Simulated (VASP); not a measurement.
These are PBE GGA, VASP's PBE PAW potentials (set 64) (plane waves; VASP) values and carry that method's errors.

VASP ran on this input.

POSCAR:
```
Ta2N
4.8596130
  0.6392120113   0.0000000000   0.0000000000
 -0.3196059028   0.5535739163   0.0000000000
  0.0000000000   0.0000000000   1.0000000000
Ta N
2 1
Cart
  0.3196063596   0.1845244542   0.7452900000
 -0.0000002510   0.3690494620   0.2547100000
  0.0000000000   0.0000000000   0.0000000000
```

**KPOINTS**
```
Automatic mesh
0
Gamma
12 12 7
0 0 0
```

**INCAR**
```
NELM = 100   # most electronic steps
ALGO = Normal   # blocked Davidson
PREC = Accurate
ENCUT = 400   # plane-wave cut-off (eV)
LWAVE = .FALSE.
ISIF = 2   # forces and stress, cell fixed
SIGMA = 0.05   # width (eV)
LMAXMIX = 6   # l cut-off of mixed one-centre charges
SYSTEM = Ta2N
ISMEAR = 0
LCHARG = .FALSE.
GGA = PE
LASPH = .TRUE.   # aspherical one-centre terms
EDIFF = 1E-6   # SCF stop (eV)
LREAL = .FALSE.   # projection in real space or not
```

POTCAR, in this order: Ta_pv N (PBE.64 set). Program: vasp_std.

At this cut-off the stress carries a Pulay error, which pulls relaxed volumes low. Unless said otherwise, spin-orbit coupling is left out, though it shifts the bands of the heavy elements here.

Task: What does the run give for the energy per atom (σ→0), band gap (on the k-mesh)?

Result: 
```json
{
 "energy per atom (σ→0)": "-11.461 eV/atom",
 "band gap (on the k-mesh)": "none (metal, semimetal or under 0.01 eV)"
}
```

File OSZICAR:
```
...
DAV:   7    -0.344399683681E+02    0.31055E+00   -0.22580E+00  4395   0.957E+00    0.684E+00
DAV:   8    -0.343883101635E+02    0.51658E-01   -0.26788E-01  4766   0.457E+00    0.501E-01
DAV:   9    -0.343841025304E+02    0.42076E-02   -0.44773E-02  5011   0.130E+00    0.250E-01
DAV:  10    -0.343837576458E+02    0.34488E-03   -0.10403E-02  4741   0.715E-01    0.104E-01
DAV:  11    -0.343835031216E+02    0.25452E-03   -0.21285E-03  4357   0.263E-01    0.269E-02
DAV:  12    -0.343835042275E+02   -0.11059E-05   -0.97069E-05  4945   0.737E-02    0.547E-03
DAV:  13    -0.343835035385E+02    0.68902E-06   -0.30531E-06  4817   0.147E-02
   1 F= -.34383504E+02 E0= -.34382841E+02  d E =-.132542E-02
```

The structure comes from a computed database's Ta2N entry; how it stands against other phases isn't given here. The cell was not relaxed at this level. The electron count is odd and the run is not spin-polarised, which forces a metal.
